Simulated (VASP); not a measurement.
Energy against volume of KTaO3 (cubic perovskite). Method: r2SCAN meta-GGA, VASP's PBE PAW potentials (set 64) (plane waves; VASP). Numerical set-up: 520 eV cut-off, 6×6×6 Γ-centred mesh, Gaussian smearing of 0.050 eV, potentials K_sv Ta_pv O.

| V (Å³/atom) | E (eV/atom) |
|---|---|
| 12.378 | -17.42427 |
| 12.761 | -17.43273 |
| 13.144 | -17.42611 |
| 13.527 | -17.40669 |

Fit these four points and predict the energy of the run at 11.996 Å³/atom.

A cubic in V^(−2/3), the third-order Birch-Murnaghan form, passes through the four points with V0 = 12.77 Å³/atom and B0 = 209 GPa, and gives -17.3981 eV/atom there. The run gave -17.3980 eV/atom, +0.1 meV/atom from the fit; all five points give B0 = 209 GPa.

The compound is KTaO3 in the cubic perovskite structure. It was relaxed first.
